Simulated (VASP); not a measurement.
```
HgS
1.0
    0.00000     2.95581     2.95581
    2.95581     0.00000     2.95581
    2.95581     2.95581     0.00000
Hg S
1 1
Direct
  0.00000   0.00000   0.00000
  0.25000   0.25000   0.25000
```

Level of theory: PBE GGA with D3 dispersion (zero damping), VASP's PBE PAW potentials (set 64) (plane waves; VASP). Numerical set-up: 520 eV cut-off, Gaussian smearing of 0.050 eV, potentials Hg S.

Task: Give the energies of bands 2 to 11 at the high-symmetry points, in eV from the Fermi level.

Result: 
```csv
band,Γ,X,U,L,W
2,-6.91,-6.76,-6.67,-6.72,-6.59
3,-6.91,-6.32,-6.43,-6.72,-6.46
4,-6.91,-6.32,-6.25,-6.00,-6.17
5,-6.06,-5.92,-5.99,-6.00,-6.12
6,-6.06,-5.66,-5.46,-5.68,-5.34
7,-0.48,-4.73,-4.95,-5.30,-4.99
8,0.00,-2.21,-2.73,-0.92,-2.66
9,0.00,-2.21,-1.79,-0.92,-2.22
10,0.00,3.19,3.29,1.59,3.74
11,6.07,3.49,4.75,6.79,5.35
```

It has no gap at this level: it comes out as a metal or semimetal.

The compound is HgS in the zinc blende structure, metacinnabar; cinnabar is the stable form. It was relaxed first.
